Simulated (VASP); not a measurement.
Input:

```xyz
2
Lattice="0.0000 2.3223 2.3223 2.3223 0.0000 2.3223 2.3223 2.3223 0.0000" Properties=species:S:1:pos:R:3 pbc="T T T"
Na     0.0000     0.0000     0.0000
F      2.3223     2.3223     2.3223
```

The numbers are results of HSEsol screened hybrid, VASP's PBE PAW potentials (set 64) (plane waves; VASP), not measurements. Numerical set-up: 520 eV cut-off, 8×8×8 Γ-centred mesh, Gaussian smearing of 0.050 eV, potentials Na_pv F.

Question: Give the stress tensor in GPa (positive for a compressed cell).

Answer: 
```
-1.75   0.00   0.00
 0.00  -1.75   0.00
 0.00   0.00  -1.75
```
The pressure is its mean diagonal, -1.75 GPa.

The compound is NaF in the rock salt structure. This cell is one point of a volume scan, at 0.97 of the reference volume. The cell's shape comes from a PBE relaxation.
